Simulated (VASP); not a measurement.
```yaml
crystal:
  lattice:
    - [1.52669, -2.64431, 0.00000]
    - [1.52669, 2.64431, 0.00000]
    - [0.00000, 0.00000, 3.44492]
  atoms:
    - { symbol: Mg, position: [0.00000, 0.00000, 0.00000] }
    - { symbol: B, position: [0.33333, 0.66667, 0.50000] }
    - { symbol: B, position: [0.66667, 0.33333, 0.50000] }
```

All values below come from PBE GGA with D3 dispersion (Becke-Johnson damping), VASP's PBE PAW potentials (set 64) (plane waves; VASP 6.6.1). Numerical set-up: 520 eV cut-off, 13×13×10 Γ-centred mesh, tetrahedra with Blöchl corrections, potentials Mg B.

The cores are frozen, which limits the accuracy of field gradients.

Q: Give the principal components of the electric field gradient (V/Å²) and the asymmetry η at each nucleus.

A: 
```json
[
 {"atom": "Mg1", "Vxx": "0.3", "Vyy": "0.3", "Vzz": "-0.7", "η": "0.00"},
 {"atom": "B2", "Vxx": "-9.8", "Vyy": "-9.8", "Vzz": "19.5", "η": "0.00"},
 {"atom": "B3", "Vxx": "-9.8", "Vyy": "-9.8", "Vzz": "19.5", "η": "0.00"}
]
```

The compound is MgB2 in the AlB2 type structure. It was relaxed first.
